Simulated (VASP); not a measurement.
Input:

```
NaH
1.0
    0.00000     2.40309     2.40309
    2.40309     0.00000     2.40309
    2.40309     2.40309     0.00000
Na H
1 1
Direct
  0.00000   0.00000   0.00000
  0.50000   0.50000   0.50000
```

Level of theory: rev-vdW-DF2, VASP's PBE PAW potentials (set 64) (plane waves; VASP). Settings: 520 eV cut-off, Gaussian smearing of 0.050 eV, potentials Na_pv H.

**Question.** Predict the band gap (along the path) with the smallest direct gap where there is one.

**Answer.** 
* **band gap (along the path)**: 3.86 eV
* **smallest direct gap (along the path)**: 4.71 eV

The compound is NaH in the rock salt structure. It was relaxed first.
